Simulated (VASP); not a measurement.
These are PBE GGA, VASP's PBE PAW potentials (set 64) (plane waves; VASP) values and carry that method's errors.

VASP ran on this input.

INCAR:
```
EDIFF = 1E-7   ! SCF stop (eV)
PREC = Accurate
LASPH = .True.
ISIF = 2   ! forces and stress, cell fixed
LCHARG = .True.
ISMEAR = -5
LORBIT = 11   ! lm-projected
ALGO = Normal
LMAXMIX = 4   ! l cut-off of mixed one-centre charges
LEFG = .True.
GGA = PE   ! PBE
NEDOS = 601
LREAL = .False.   ! projection in real space or not
NELM = 100
ENCUT = 400   ! plane-wave cut-off (eV)
SYSTEM = RhAl
LWAVE = .False.
```

POSCAR:
```
RhAl
1
    4.1947162779     0.0000000000    -0.0000000000
   -2.0973581390     3.6327306257     0.0000000000
    0.0000000000     0.0000000000     4.8631594204
Rh Al
2 2
Direct
  0.3333330000   0.6666670000   0.9374665328
  0.6666670000   0.3333330000   0.4374665328
  0.3333330000   0.6666670000   0.4375334672
  0.6666670000   0.3333330000   0.9375334672
```

File KPOINTS:
```
Automatic mesh
0
Gamma
10 10 7
0 0 0
```

POTCAR, in this order: Rh_pv Al (PBE.64 set). Program: vasp_std.

Output

**OUTCAR**
```
 ion  position               nearest neighbor table
   1  0.333  0.667  0.937-   4 2.42   4 2.42   4 2.42   3 2.43   3 2.43
   2  0.667  0.333  0.437-   3 2.42   3 2.42   3 2.42   4 2.43   4 2.43
   3  0.333  0.667  0.438-   2 2.42   2 2.42   2 2.42   1 2.43   1 2.43
   4  0.667  0.333  0.938-   1 2.42   1 2.42   1 2.42   2 2.43   2 2.43
  LATTYP: Found a hexagonal cell.
 ALAT       =     4.1947162779
 C/A-ratio  =     1.1593536006
 Subroutine PRICEL returns:
 Original cell was already a primitive cell.
 Subroutine GETGRP returns: Found 12 space group operations
The static configuration has the point symmetry C_3v.
 The point group associated with its full space group is C_6v.
The dynamic configuration has the point symmetry C_3v.
 Subroutine INISYM returns: Found 12 space group operations
 Subroutine IBZKPT returns following result:
 Found     56 irreducible k-points:

 Following reciprocal coordinates:
            Coordinates               Weight
  0.000000  0.000000  0.000000      1.000000
  0.100000 -0.000000  0.000000      6.000000
  0.200000 -0.000000  0.000000      6.000000
  0.300000 -0.000000  0.000000      6.000000
  0.400000 -0.000000  0.000000      6.000000
...
```

File OSZICAR:
```
       N       E                     dE             d eps       ncg     rms          rms(c)
DAV:   1     0.249968228884E+03    0.24997E+03   -0.19332E+04  2944   0.132E+03
DAV:   2    -0.165873049748E+02   -0.26656E+03   -0.26017E+03  2818   0.375E+02
DAV:   3    -0.232747054077E+02   -0.66874E+01   -0.65915E+01  2938   0.621E+01
DAV:   4    -0.233581918722E+02   -0.83486E-01   -0.83510E-01  2786   0.718E+00
DAV:   5    -0.233597859088E+02   -0.15940E-02   -0.15933E-02  2976   0.941E-01    0.797E+00
DAV:   6    -0.231547977669E+02    0.20499E+00   -0.21022E+00  2572   0.119E+01    0.267E+00
DAV:   7    -0.230739799072E+02    0.80818E-01   -0.46424E-01  2560   0.546E+00    0.238E+00
DAV:   8    -0.230499457358E+02    0.24034E-01   -0.48611E-02  2692   0.202E+00    0.170E-01
DAV:   9    -0.230501820001E+02   -0.23626E-03   -0.17764E-03  2802   0.293E-01    0.111E-01
DAV:  10    -0.230503112998E+02   -0.12930E-03   -0.29795E-04  2662   0.116E-01    0.184E-02
DAV:  11    -0.230503107377E+02    0.56210E-06   -0.93864E-06  3230   0.261E-02    0.100E-02
DAV:  12    -0.230503104307E+02    0.30698E-06   -0.29180E-06  2650   0.981E-03    0.294E-03
DAV:  13    -0.230503110933E+02   -0.66259E-06   -0.97596E-08  1942   0.224E-03    0.559E-04
DAV:  14    -0.230503111526E+02   -0.59332E-07   -0.45741E-08  1472   0.138E-03
   1 F= -.23050311E+02 E0= -.23050311E+02  d E =0.000000E+00
```

File OUTCAR:
```
------------------------ aborting loop because EDIFF is reached ----------------------------------------
  FORCE on cell =-STRESS in cart. coord.  units (eV):
  Direction    XX          YY          ZZ          XY          YZ          ZX
  --------------------------------------------------------------------------------------
  Total       -0.0216034     -0.0216034      0.0691161      0.0000000     -0.0000000      0.0000000
  in kB       -0.4670667     -0.4670666      1.4942920      0.0000000     -0.0000000      0.0000000
  external PRESSURE =       0.1867196 kB  Pullay stress =       0.0000000 kB
  volume of cell :       74.11
      direct lattice vectors                 reciprocal lattice vectors
     4.194716278  0.000000000  0.000000000     0.238395146  0.137637511  0.000000000
    -2.097358139  3.632730626  0.000000000     0.000000000  0.275275021  0.000000000
     0.000000000  0.000000000  4.863159420     0.000000000  0.000000000  0.205627641
 POSITION                                       TOTAL-FORCE (eV/Angst)
 -----------------------------------------------------------------------------------
     -0.00000      2.42182      4.55905         0.000000     -0.000000      0.003268
      2.09736      1.21091      2.12747        -0.000000      0.000000      0.003268
     -0.00000      2.42182      2.12780        -0.000000      0.000000     -0.003268
      2.09736      1.21091      4.55937        -0.000000      0.000000     -0.003268
 -----------------------------------------------------------------------------------
    total drift:                               -0.002327      0.001343      0.000000
  FREE ENERGIE OF THE ION-ELECTRON SYSTEM (eV)
  ---------------------------------------------------
  free  energy   TOTEN  =       -23.0503111526 eV

  energy  without entropy=      -23.0503111526  energy(sigma->0) =      -23.05031115

 total charge

# of ion       s       p       d       tot
------------------------------------------
    1        0.348   6.175   7.482  14.005
    2        0.348   6.175   7.482  14.005
    3        0.466   0.363   0.000   0.829
    4        0.466   0.363   0.000   0.829
--------------------------------------------------
tot          1.628  13.078  14.963  29.669

 Electric field gradients after diagonalization (V/A^2)
 (convention: |V_zz| > |V_xx| > |V_yy|)
----------------------------------------------------------------------
 ion       V_xx      V_yy      V_zz     asymmetry (V_yy - V_xx)/ V_zz
----------------------------------------------------------------------
   1       4.344     4.341    -8.685       0.000
   2       4.344     4.341    -8.685       0.000
   3       4.675     4.674    -9.349       0.000
   4       4.675     4.674    -9.349       0.000
```
(Selected blocks of OUTCAR.)

For a metal the tetrahedron method with Blöchl corrections gives inexact stress and forces.

The structure was generated: RhAl was put into the wurtzite type (P6_3mc), which need not be its known phase. It was relaxed first, which changed the volume by -34 %. The relaxed cell has space group P6_3/mmc.
